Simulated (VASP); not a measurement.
Here is the system:

```
PtSb
1.0
    0.00000     2.97332     2.97332
    2.97332     0.00000     2.97332
    2.97332     2.97332     0.00000
Pt Sb
1 1
Direct
  0.00000   0.00000   0.00000
  0.25000   0.25000   0.25000
```

All values below come from r2SCAN meta-GGA, VASP's PBE PAW potentials (set 64) (plane waves; VASP 6.6.1). Run with 400 eV cut-off, 10×10×10 Γ-centred mesh, first-order Methfessel-Paxton smearing of 0.10 eV, potentials Pt Sb.

Unless said otherwise, spin-orbit coupling is left out, though it shifts the bands of the heavy elements here.

Question: What does the run give for the energy per atom (σ→0), band gap (on the k-mesh) with the smallest direct gap where there is one?

Answer: 
| Property | Value |
|---|---|
| band gap (on the k-mesh) | none (metal, semimetal or under 0.01 eV) |
| energy per atom (σ→0) | -38.779 eV/atom |

Only differences to runs with the same potentials and settings are physical.

The structure was generated: PtSb was put into the zinc blende type (F-43m), which need not be its known phase. It was relaxed first, which changed the volume by -18 %. The start is the result of an earlier pass. The electron count is odd and the run is not spin-polarised, which forces a metal.
